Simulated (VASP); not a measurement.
Sn2Ge, 12 atoms in the cell. Symmetry: I4_1/amd, No. 141, tetragonal system. Conventional cell: a = 4.498 Å, b = 4.498 Å, c = 19.131 Å, α = 90.00°, β = 90.00°, γ = 90.00°. Sn (site symmetry 2mm) is surrounded by 2 Ge at 2.71 Å and 2 Sn at 2.84 Å. Ge (site symmetry -4m2) has 4 Sn at 2.71 Å as nearest neighbours. The cell was built by a generator and needn't be a form met in nature.

- Program: VASP 6.6.1
- Task: single point
- Functional: PBE
- Potentials or basis: VASP PAW PBE potentials, release 64 (Sn_d, Ge_d)
- Cutoff: 520 eV
- k mesh: 5 × 5 × 5
- Occupations: gaussian, width 0.15 eV
- Spin: no spin polarisation
- Further INCAR settings: PREC = Normal; LREAL = Auto; ALGO = Fast; EDIFF = 1e-05; NBANDS = 96

Potentials or basis: VASP PAW PBE potentials, release 64 (Sn_d, Ge_d).

Run with:

```console
$ cat potpaw_PBE.64/Sn_d/POTCAR potpaw_PBE.64/Ge_d/POTCAR > POTCAR
$ mpirun -np 2 vasp_std > vasp.out
```

Hardware: 2 MPI ranks on Intel(R) Xeon(R) 6975P-C (Granite Rapids), on a shared host.

Problem. How long does it take, and how much memory?

Solution. Wall time 21 min on 2 MPI ranks on Intel(R) Xeon(R) 6975P-C (Granite Rapids) (shared host), peak memory 1.1 GiB a rank. Counts: scf iterations 17, k points 27.
